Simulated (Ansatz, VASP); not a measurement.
# Cross-check of BeH2 (BeH2 (Ibam)) between VASP and Ansatz

Aim: how closely do two programs agree when they are given the same cell, functional and k mesh? The cell is taken from a series of runs on this material, whose earlier steps may have relaxed, scaled, displaced or heated it; both programs get it as it stands.

Program: Ansatz 0.2.0. Level of theory: plane waves, with VASP 6.6.1 beside it; single point at PBEsol. Results are calculated unless marked as measured.

## Step 1: Set-up

The cell holds 144 atoms: 48 Be and 96 H. Cell: a = 12.225 Å, b = 12.225 Å, c = 12.225 Å, α = 141.9°, β = 88.5°, γ = 103.9°.

## Step 2: VASP: single point, PBEsol

With cell and atoms fixed, the geometry can't cause a difference; cores, projectors, grids and the points listed under the comparison can.

Lines of VASP's logs that name or quote its potential files are left out, and so is its time.

INCAR reads:

```
SYSTEM = BeH2
PREC = Accurate
ENCUT = 520
EDIFF = 1E-06
NELM = 120
ISMEAR = -1
SIGMA = 0.01
LREAL = Auto
ALGO = Normal
GGA = PS
NBANDS = 196
LORBIT = 11
LWAVE = .FALSE.
LCHARG = .FALSE.
ISIF = 2
LASPH = .TRUE.
GGA_COMPAT = .FALSE.
EFERMI = MIDGAP
```

POSCAR reads:

```
BeH2
1.0
   -3.9933261508      8.7573595481      7.5377721599
    3.9933261508     -8.7573595481      7.5377721599
    3.9933261508      8.7573595481     -7.5377721599
Be H
48 96
Direct
    0.1250000000      0.3750000000      0.2500000000
    0.3750000000      0.1250000000      0.2500000000
    0.0840467502      0.3093626352      0.3934093855
    0.3340467503      0.4406373648      0.2746841150
    0.1659532498      0.0593626352      0.2253158850
    0.4159532497      0.1906373648      0.1065906145
    0.1250000000      0.3750000000      0.7500000000
    0.3750000000      0.1250000000      0.7500000000
    0.0840467502      0.3093626352      0.8934093855
    0.3340467503      0.4406373648      0.7746841150
    0.1659532498      0.0593626352      0.7253158850
    0.4159532497      0.1906373648      0.6065906145
    0.1250000000      0.8750000000      0.2500000000
    0.3750000000      0.6250000000      0.2500000000
    0.0840467502      0.8093626353      0.3934093855
    0.3340467503      0.9406373648      0.2746841150
    0.1659532498      0.5593626352      0.2253158850
    0.4159532497      0.6906373648      0.1065906145
    0.1250000000      0.8750000000      0.7500000000
    0.3750000000      0.6250000000      0.7500000000
    0.0840467502      0.8093626353      0.8934093855
    0.3340467503      0.9406373648      0.7746841150
    0.1659532498      0.5593626352      0.7253158850
    0.4159532497      0.6906373648      0.6065906145
    0.6250000000      0.3750000000      0.2500000000
    0.8750000000      0.1250000000      0.2500000000
    0.5840467502      0.3093626352      0.3934093855
    0.8340467502      0.4406373648      0.2746841150
    0.6659532498      0.0593626352      0.2253158850
    0.9159532498      0.1906373648      0.1065906145
[... 108 atom lines left out ...]
    0.6598645711      0.8794450858      0.5393096568
    0.9098645711      0.8705549142      0.7804194853
    0.5322223350      0.7066795249      0.5849065084
    0.6217730165      0.9473158266      0.9150934916
    0.8717730165      0.9566795249      0.6744571899
    0.7177776650      0.8026841734      0.6744571899
```

KPOINTS reads:

```
Automatic mesh
0
Gamma
1 1 1
0 0 0
```

Potentials, in the order of the species: Be and H (PBE family, release 64).

On the command line:

```console
export OMP_NUM_THREADS=3
mpirun -np 1 vasp_gam
```

Numbers of over 12 decimals in the logs are rounded to 6 here.

The log of the run:

```text
[banner, memory and clock lines left out]
running    1 mpi-ranks, on    1 nodes
[...]
Offloading initialized ...    1 GPUs detected
[...]
|                                                                             |
|               ----> ADVICE to this user running VASP <----                  |
|                                                                             |
|     You enforced a specific xc type in the INCAR file but a different       |
|     [... a line on the potential file left out ...]
|     I HOPE YOU KNOW WHAT YOU ARE DOING!                                     |
|                                                                             |

 LDA part: xc-table for (Slater+PW92), standard interpolation
 POSCAR, INCAR and KPOINTS ok, starting setup
[...]
entering main loop
       N       E                     dE             d eps       ncg     rms          rms(c)
DAV:   1     0.645161942970E+03    0.64516E+03   -0.80344E+04   392   0.863E+02
DAV:   2    -0.401189610310E+03   -0.10464E+04   -0.81267E+03   568   0.179E+02
DAV:   3    -0.533939710226E+03   -0.13275E+03   -0.13027E+03   504   0.563E+01
DAV:   4    -0.536600585727E+03   -0.26609E+01   -0.26550E+01   488   0.766E+00
[...]
DAV:  11    -0.510644655087E+03   -0.84225E-04   -0.13073E-04   520   0.189E-02    0.202E-02
DAV:  12    -0.510644675034E+03   -0.19948E-04   -0.27520E-05   448   0.907E-03    0.575E-03
DAV:  13    -0.510644675094E+03   -0.60401E-07   -0.21535E-06   456   0.261E-03
   1 F= -.51064468E+03 E0= -.51064468E+03  d E =0.000000E+00
```

OUTCAR, selected parts (step 2):

```text
  FREE ENERGIE OF THE ION-ELECTRON SYSTEM (eV)
  ---------------------------------------------------
  free  energy   TOTEN  =      -510.6446750945 eV

  energy  without entropy=     -510.6446750945  energy(sigma->0) =     -510.64467509
```

The run ends at a pressure of 0.54 GPa, with forces up to 0.16 eV/Å.

## Step 3: Ansatz: single point, PBEsol

Ansatz runs on its default PAW (the set named soft_2) files.

The same cell, functional, mesh and smearing now go to Ansatz.

input.yaml reads:

```yaml
crystal:
  lattice:
    - [-3.9933261508, 8.7573595481, 7.5377721599]
    - [3.9933261508, -8.7573595481, 7.5377721599]
    - [3.9933261508, 8.7573595481, -7.5377721599]
  atoms:
    - { symbol: Be, position: [0.125, 0.375, 0.25] }
    - { symbol: Be, position: [0.375, 0.125, 0.25] }
    - { symbol: Be, position: [0.0840467502, 0.3093626352, 0.3934093855] }
    - { symbol: Be, position: [0.3340467503, 0.4406373648, 0.274684115] }
    - { symbol: Be, position: [0.1659532498, 0.0593626352, 0.225315885] }
    - { symbol: Be, position: [0.4159532497, 0.1906373648, 0.1065906145] }
    - { symbol: H, position: [0.282222335, 0.1973158266, 0.3255428101] }
    - { symbol: H, position: [0.1282269835, 0.0433204751, 0.3255428101] }
    - { symbol: H, position: [0.3782269835, 0.0526841734, 0.0849065084] }
    - { symbol: H, position: [0.467777665, 0.2933204751, 0.4150934916] }
    - { symbol: H, position: [0.3401354289, 0.1205549142, 0.4606903432] }
    - { symbol: H, position: [0.0901354289, 0.1294450858, 0.2195805146] }
    - { symbol: H, position: [0.1598645711, 0.3794450858, 0.0393096568] }
    - { symbol: H, position: [0.4098645711, 0.3705549142, 0.2804194854] }
    - { symbol: H, position: [0.032222335, 0.2066795249, 0.0849065084] }
    - { symbol: H, position: [0.1217730165, 0.4473158266, 0.4150934916] }
    - { symbol: H, position: [0.3717730165, 0.4566795249, 0.1744571899] }
    - { symbol: H, position: [0.217777665, 0.3026841734, 0.1744571899] }
    - { symbol: Be, position: [0.125, 0.375, 0.75] }
    - { symbol: Be, position: [0.375, 0.125, 0.75] }
    - { symbol: Be, position: [0.0840467502, 0.3093626352, 0.8934093855] }
    - { symbol: Be, position: [0.3340467503, 0.4406373648, 0.774684115] }
    - { symbol: Be, position: [0.1659532498, 0.0593626352, 0.725315885] }
    - { symbol: Be, position: [0.4159532497, 0.1906373648, 0.6065906145] }
    - { symbol: H, position: [0.282222335, 0.1973158266, 0.8255428101] }
    - { symbol: H, position: [0.1282269835, 0.0433204751, 0.8255428101] }
    - { symbol: H, position: [0.3782269835, 0.0526841734, 0.5849065084] }
    - { symbol: H, position: [0.467777665, 0.2933204751, 0.9150934916] }
    - { symbol: H, position: [0.3401354289, 0.1205549142, 0.9606903432] }
    - { symbol: H, position: [0.0901354289, 0.1294450858, 0.7195805147] }
[... 108 atom lines left out ...]
    - { symbol: H, position: [0.6598645711, 0.8794450858, 0.5393096568] }
    - { symbol: H, position: [0.9098645711, 0.8705549142, 0.7804194853] }
    - { symbol: H, position: [0.532222335, 0.7066795249, 0.5849065084] }
    - { symbol: H, position: [0.6217730165, 0.9473158266, 0.9150934916] }
    - { symbol: H, position: [0.8717730165, 0.9566795249, 0.6744571899] }
    - { symbol: H, position: [0.717777665, 0.8026841734, 0.6744571899] }
basis:
  ecutwfc: 420
  xc_grid: 2
hamiltonian:
  xc: pbesol
kpoints:
  mp_grid: { grid: [1, 1, 1] }
scf:
  occupations: { method: fermi_dirac, width: 0.01 }
  max_iter: 80
```

On the command line:

```console
ansatz run input.yaml --threads 4 --pin off --max-ram 7536MiB --backend cpu --events-out ev --progress --plain --runs-dir out
```

The log of the run:

```text
Engine: ansatz 0.2.0, x86_64-unknown-linux-gnu
Pseudopotentials: kind: paw
Pseudopotential: Be, paw, valence charge 2, recommended cutoff 420 eV (normal), Be.paw.azcp
Pseudopotential: H, paw, valence charge 1, recommended cutoff 420 eV (normal), H.paw.azcp
Functional definition: PBEsol
  exchange = pbesol_x
  correlation = pbesol_c
Crystal: 144 atoms, lattice volume = 1054.414 Å³
Basis set: ecut = 420 eV, 20653 PW (Γ), exchange–correlation on 180×180×180 points (8 copies of the dense FFT grid, shifted against one another)
Bands: 240, of which v1, the nominal top of the filled ones, is band 96 counted from 1 (95 counted from 0)
Symmetry: 64 space group operations
Space group: Ibam (ITA 72), of the structure as read, at distance tolerance 1.0e-4 Å
k-points: 1
Non-local potential: Be, projectors of the file, l = 0: 2, l = 1: 2, l = 2: 1
Non-local potential: H, projectors of the file, l = 0: 2, l = 1: 1
PAW form: soft (Blöchl's): semilocal exchange-correlation on the pseudo side does not see the compensation charge
PAW frozen core: Be, regenerated for the run's functional, and the local potential with it (the file was generated under x = pbe(κ = 0.804, μ = 0.219515), c = pbe(β = 0.066725))
PAW one-centre angular grid: Be, 110 points (default); XC on 64 Gauss nodes
PAW one-centre angular grid: H, 110 points (default); XC on 64 Gauss nodes
Initial density: superposition of atomic densities (neutral atoms: chi_scale 0, normalization atom), corrected by the library's trained network
Initial wavefunctions: pseudopotential atomic-orbital guess
Functional: x = pbesol(κ = 0.804, μ = 0.123457), c = pbesol(β = 0.046)
SCF iter   1: F=—  HF=-5841.710127 eV  |F-HF|=—  |Δ(HF+E_count)|=         —  Δρ=8.14e-3  dr2=4.45e-1  ethr=1.77e-3  ⟨swp⟩=10.0  Hψ=1433  notcnv=0  defer=21
preconditioner: auto → Resta (q_TF=auto, 2.054 Å⁻¹)  ε∞=2.8  [insulator: Δε(μ)=4.825 eV  Ē_g=11.978 eV  σ=0.010 eV  W_gap=1.00  n_scr=150 (ndim 8)  ℏωp=15.8 eV  f_vac=0.000  D(μ)=0.00/eV (n_scr^D=0)  ε∞_Penn≈2.8]
SCF iter   2: F=—  HF=-5841.630219 eV  |F-HF|=—  |Δ(HF+E_count)|=   7.99e-2  Δρ=3.85e-3  dr2=1.10e-1  ethr=2.32e-4  ⟨swp⟩=1.0  Hψ=276  notcnv=0  defer=44
SCF iter   3: F=—  HF=-5841.616131 eV  |F-HF|=—  |Δ(HF+E_count)|=   1.41e-2  Δρ=3.18e-4  dr2=1.45e-3  ethr=5.75e-5  ⟨swp⟩=3.0  Hψ=204  notcnv=0  defer=7
automatic band count: iteration 3 solves 111 bands in place of 240: the levels show a gap, and the empty bands left out lie too high to hold charge; the band table lists the bands solved (type scf.n_extra_bands for more)
SCF iter   4: F=—  HF=-5841.617765 eV  |F-HF|=—  |Δ(HF+E_count)|=   1.63e-3  Δρ=5.33e-5  dr2=3.34e-5  ethr=7.56e-7  ⟨swp⟩=2.0  Hψ=204  notcnv=0  defer=9
SCF iter   5: F=—  HF=-5841.617741 eV  |F-HF|=—  |Δ(HF+E_count)|=   2.40e-5  Δρ=6.47e-6  dr2=4.76e-7  ethr=1.74e-8  ⟨swp⟩=2.0  Hψ=198  notcnv=0  defer=9
SCF iter   6: F=-5841.617741 eV  HF=-5841.617741 eV  |F-HF|=8.96e-9  |Δ(HF+E_count)|=   7.05e-7  Δρ=1.15e-6  dr2=1.83e-8  ethr=2.48e-10  ⟨swp⟩=1.0  Hψ=313  notcnv=0
SCF 1 converged in 6 iterations: F = -5841.617741 eV  dr2 = 1.83e-8
  greatest PAW one-centre occupation: 0.370 electrons in one spin orbital (limit 2), on the Be atom at site 127 (counted from 0), in its partial waves of l = 0
SCF converged after 6 iterations
Free energy (F): -5841.617741 eV
Harris-Foulkes:  -5841.617741 eV  (|F-HF|=8.96e-9)
Internal energy: -5841.617741 eV  (E = F + TS)
E sigma→0 (E₀):  -5841.617741 eV
Fermi energy:    1.487499 eV
--- Per-component energies (eV) ---
  E_band       = -662.853796
  E_kinetic    = 2282.096406
  E_local      = -2042.541413  (includes V_loc(G=0)·N_el)
  E_nonlocal   = 368.731530
  E_hartree    = 465.511571
  E_xc         = -1767.067217
  E_vxc        = -2073.224625  (∫ρ·V_xc dr)
  E_paw        = -2796.810670  (= ΣΔE_a)
  E_vpaw       = -128.812431  (= ΣTr[D̂ρ^β])
  E_aug_tail   = -0.125408  (compensation charges beyond the density's cutoff)
  E_ewald      = -2351.870044
  E_core_change = 0.457504  (= ΣΔE_core)
  E_smearing   = -0.000000  (= −TS)
  E_closure    = -0.000000  (closes the sum)
  Σ components = -5841.617741   (vs F -5841.617741, Δ=0.00e0)
```

Reading the cycles: dr2 is the Hartree energy of the density residual (eV), the measure of convergence; HF is the Harris–Foulkes estimate of the energy, which meets the free energy F at convergence.

## Step 4: Side by side

Known differences besides the potentials themselves: the cutoff is 420 eV in Ansatz and 520 eV in VASP (PREC = Accurate, projectors in real space); Ansatz makes its cores anew for this functional, VASP keeps those of its PBE data sets. Total energies have different zeros and are not compared.

The two programs side by side:

| quantity | Ansatz | VASP | difference |
| --- | --- | --- | --- |
| gap on the k mesh (eV) | 4.868 | 4.861 | +0.007 |

A gap on the mesh is an upper bound, since the band edges may lie between its points.

## Step 5: Results

```yaml
difference_in_gap_on_the_k_mesh_single_point_pbesol: 0.0067 eV
```

What this shows: The difference in gap on the k mesh is 0.0067 eV (single point, PBEsol), within the 0.08 eV picked in this series as the mark of a large difference. How closely two codes agree says nothing of how well the functional describes the real material.

[Lines on the potential files, build, host, timing and source positions are cut from VASP's logs without a mark.]

[Logs are printed without paths, hosts, clocks, repeated set-up lines and the standing remarks that a program may print on its own settings, such as how far it seeks lower states.]

[Hosts, paths, dates, database ids (printed as entryN), source tags and the programs' standing remarks are cut or masked in the printed files.]
